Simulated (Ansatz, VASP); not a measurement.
This is a calculation of MoI for VASP 6.6.1.

File INCAR:

```
ALGO = Normal ; EDIFF = 1E-6
EDIFFG = -0.005 ; ENCUT = 600
GGA = PE ; IBRION = 2
ISIF = 3 ; ISMEAR = -1
IVDW = 13 ; LASPH = True
LCHARG = False ; LREAL = False
LWAVE = False ; NELM = 100
NSW = 40 ; PREC = Accurate
SIGMA = 0.05
```

Contents of KPOINTS:

```
k-points
0
Gamma
  7 7 5
```

Contents of POSCAR:

```
MoI
1.0
    3.6232628200      0.0000000000      0.0000000000
    0.0000000000      3.6232628200      0.0000000000
    0.0000000000      0.0000000000      5.0420814100
Mo I
1 1
Direct
    0.5000000000      0.5000000000      0.5000000000
    0.0000000000      0.0000000000      0.5000000000
```

Potentials or basis: VASP PAW PBE potentials, release 64 (Mo_sv, I).

The run is started by

```bash
$ cat potpaw_PBE.64/Mo_sv/POTCAR potpaw_PBE.64/I/POTCAR > POTCAR
$ mpirun -np 1 vasp_std > vasp.out
```

Problem. Translate it to Ansatz 0.2.0. Potentials there: Ansatz PAW.

Solution. As run (the cutoff follows the program's own potentials):

Contents of input.yaml:

```yaml
crystal:
  lattice:
    - [3.62326282, 0.0, 0.0]
    - [0.0, 3.62326282, 0.0]
    - [0.0, 0.0, 5.04208141]
  atoms:
    - { symbol: Mo, position: [0.5, 0.5, 0.5] }
    - { symbol: I, position: [0.0, 0.0, 0.5] }
hamiltonian:
  xc: pbe
  pseudopotentials: { kind: paw }
  dispersion: d4
kpoints:
  mp_grid: { grid: [7, 7, 5] }
scf:
  occupations: { method: fermi_dirac, width: 0.05 }
output:
  forces: true
  stress: true
  eigenvalues: true
relax:
  f_tol: 0.01
  max_steps: 40
  cell: { stress_tol: 0.05 }
```

Potentials or basis: Ansatz PAW.

Run with:

```sh
$ ansatz run input.yaml --threads 2 --pin off --max-ram 5632MiB --backend cpu --events-out ev --progress --plain --runs-dir out
```

Both were run:

|  | VASP | Ansatz | Ansatz less VASP |
| --- | --- | --- | --- |
| gap on the k mesh at the Fermi level, each at its own relaxed structure (eV) | none | none | - |
| relaxed volume (Å³/atom) | 22.96 | 22.97 | +0.004 |
| relaxed cell length with the largest relative difference (Å) | 3.108 | 3.107 | -0.0011 |
| energy change over the relaxation (meV/atom) | -884 | -888 | -4.3 |

A gap of «none» marks a metal or a gap that the smearing closes. The two sets of potentials don't hold the same shells in valence.

Caveats: the volume moved by over 15 % at a fixed basis, so the end points are rough; an odd number of electrons without spin polarisation forces a metal; a magnetic or distorted state may lie lower; the plane-wave basis is chosen anew once the cell has moved, so the energies of steps on either side of that aren't comparable (Ansatz). Spin-orbit coupling is left out, which matters for the levels of I.
